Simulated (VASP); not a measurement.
## SrCl2: stress against strain

SrCl2 (fluorite, Fm-3m, 27.617 Å³/atom and stress up to 0.09 GPa in the relaxed cell, cube axes along x, y and z) under a strain ε along a cube axis (axis z), the other axes held. PBEsol in VASP (plane waves, PAW), 480 eV, 8×8×8 Γ-centred mesh, Gaussian smearing 0.05 eV; ions are relaxed, or left where forces stay under 0.02 eV/Å, within the symmetry of each cell. Stress is positive for a compressed cell.

Here s stands for strain and y for stress zz.

| strain (%) | stress zz (GPa) |
|---|---|
| -3.00 | ? |
| -1.50 | 1.04 |
| -1.00 | 0.66 |
| -0.50 | 0.28 |
| 0.00 | -0.09 |
| 0.50 | -0.45 |
| 1.00 | -0.79 |
| 1.50 | -1.13 |

Question: Fit y against s with a straight line, and predict the withheld value at s = -3.00.

Answer: Means: s 0, y -0.069. About the means, the sum of products is -5.0700 and the sum of squares of s is 7.0000; the slope is their ratio. Least squares gives y = -0.069 - 0.7243·s. Residuals (row less fit): 0.023, 0.005, -0.013, -0.021, -0.019, 0.003, 0.025; standard error 0.021 (degrees of freedom: 5). The slope gives the elastic constant C11 = 72.4 ± 0.8 GPa (± standard error of the fit, which holds the terms cut off). At the withheld row, y = -0.069 - 0.7243 × (-3.0) = 2.104 GPa. The calculation gives 2.28 GPa, 0.176 GPa above the prediction (5.2 % of the range of y in the table). The row lies outside the fitted rows, so this is an extrapolation. From the scatter of the fitted rows alone, a prediction at this place has a standard error of 0.032 GPa, so the miss is 5.5 times that.

A polynomial of degree 2 through the 12 other runs of the series gives 2.27 there, so most of the miss is curvature that the fit leaves out. Rows are the converged runs of the series near zero and its far end, less any whose ions stayed unrelaxed beside relaxed ones; series whose fitted rows scatter by over a few per cent of the range, as at a crossing or softening among them, aren't shown in this form. Most that stay on the fit to the last digits aren't either.
